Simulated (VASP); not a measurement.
Pt3Ti (L1_2): the formation energy from VASP (plane waves, PAW) at several levels of theory. The references are the elements' solids at the same level; no temperature or zero-point terms are added. Spin-orbit coupling is left out, which shifts such energies by up to tenths of an eV for the heavy elements here.

```tsv
level	formation energy (eV/atom)
LDA	-0.891
PBE	-0.857
PBEsol	-0.882
r2SCAN	-0.924
```

The cell of the LDA run:

```cif
data_Pt3Ti
_chemical_formula_sum 'Ti1 Pt3'
_space_group_name_H-M_alt 'Pm-3m'
_space_group_IT_number 221
_space_group_name_Hall '-P 4 2 3'
_cell_length_a 3.87711
_cell_length_b 3.87711
_cell_length_c 3.87711
_cell_angle_alpha 90.000
_cell_angle_beta 90.000
_cell_angle_gamma 90.000
loop_
_atom_site_label
_atom_site_type_symbol
_atom_site_symmetry_multiplicity
_atom_site_Wyckoff_symbol
_atom_site_fract_x
_atom_site_fract_y
_atom_site_fract_z
_atom_site_occupancy
Ti1 Ti 1 a 0.00000 0.00000 0.00000 1
Pt1 Pt 3 c 0.00000 0.50000 0.50000 1
```

Only levels that ran to the end are used. Left out are those held back, those with too coarse a band path, GW runs whose mesh misses a band edge, hybrids' fits of cells that aren't cubic and levels without matching references; a question may draw on a part of the rest.
